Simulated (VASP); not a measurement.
Here is the system:

```xyz
2
Lattice="2.9171 0.0000 0.0000 0.0000 2.9171 0.0000 0.0000 0.0000 2.9171" Properties=species:S:1:pos:R:3 pbc="T T T"
Al     1.4586     1.4586     1.4586
Ni     0.0000     0.0000     0.0000
```

These are RPBE GGA, VASP's PBE PAW potentials (set 64) (plane waves; VASP 6.6.1) values and carry that method's errors. Run with 520 eV cut-off, Gaussian smearing of 0.050 eV, potentials Al Ni.

Task: What does the run give for the band gap (along the path) with the smallest direct gap where there is one?

Result: 
```yaml
band gap (along the path): none (metal, semimetal or under 0.01 eV)
```

The compound is NiAl in the CsCl type structure. It was relaxed first. The run is not spin-polarised, so no magnetic state was tried. The electron count is odd and the run is not spin-polarised, which forces a metal.
